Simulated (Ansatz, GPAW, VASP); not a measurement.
**One structure in several programs: Si₂Ni (Fm-3m, 3 atoms in the cell)**

Self-consistent single point, at a second geometry (lattice scaled by 0.98). First geometry:

```
CELL_PARAMETERS angstrom
      0.00000     2.69315     2.69315
      2.69315     0.00000     2.69315
      2.69315     2.69315     0.00000
ATOMIC_POSITIONS crystal
  Si 0.25000 0.25000 0.25000
  Si 0.75000 0.75000 0.75000
  Ni 0.00000 0.00000 0.00000
```

Shared settings, as Ansatz (a quantum-chemistry and plane-wave program) writes them: kpoints.mp_grid.grid = 9 9 9; scf.occupations.method = gaussian; scf.occupations.width = 0.0073 Ry. Potentials and cutoffs stand in the table.

| code | model | ΔF from the first geometry (meV/atom) | pressure (GPa) | cutoff |
|---|---|---|---|---|
| GPAW | PBE, GPAW PAW datasets PBE (gpaw-data 1.0.1) | 59.3 | 18.43 | 800 eV |
| Ansatz | PBE, default PAW files | 52.3 | 16.75 | default |
| VASP | PBE, VASP's PBE PAW potentials (set 64) | 52.8 | 16.25 | 300 eV |

For VASP (by 0.6 GPa) the energy change implies a higher mean pressure, against the two pressures, than for the other programs: a sign of finite-basis (Pulay) stress.

On Ansatz's run: spin polarisation is off.

The spread over the programs that give each value: ΔF from the first geometry within 7.0 meV/atom; pressure within 2.18 GPa.

Ansatz's pressure is given at a fixed set of plane waves, as the other plane-wave codes print theirs; with its correction for the finite basis it is 16.81 GPa. In the pressure, GPAW (by 1.69) lies more than 1 GPa from the median of the plane-wave programs.

VASP's run is marked for a possible Pulay error in its stress at this cutoff; no cutoff test was made.

The starting cell comes from a database of computed structures (which also holds hypothetical and non-ambient phases and stackings), without a prior relaxation at this level. For this run, on top of that: lattice scaled by 0.98.

Left out of this page: Quantum ESPRESSO, ABINIT, CP2K, Elk, FLEUR and SIESTA (not drawn, or without a comparable value).

Keys are those of Ansatz 0.2.
